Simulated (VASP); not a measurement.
Data:

```yaml
crystal:
  lattice:
    - [1.83597, -3.22060, 0.00000]
    - [1.83597, 3.22060, 0.00000]
    - [0.00000, 0.00000, 5.95758]
  atoms:
    - { symbol: Zr, position: [0.00000, 0.00000, 0.00000] }
    - { symbol: S, position: [0.33333, 0.66667, 0.25000] }
    - { symbol: S, position: [0.67998, 0.34664, 0.75000] }
```

These are revPBE GGA, VASP's PBE PAW potentials (set 64) (plane waves; VASP 6.6.1) values and carry that method's errors. Run with 400 eV cut-off, 6×6×4 Γ-centred mesh, Gaussian smearing of 0.050 eV, potentials Zr_sv S.

Q: Predict the energy per atom (σ→0), largest force.

A: 
```
Property                       Result
---------------------  --------------
energy per atom (σ→0)  -6.826 eV/atom
largest force              0.535 eV/Å
```

Total energies compare only between runs with the same potentials, cut-off and functional.

The compound is ZrS2 in the 1T layered structure. The cell was not relaxed at this level, atoms are displaced from their ideal sites. The run is one of a series of settings (GGA = RE against the base run), some of them coarse on purpose.
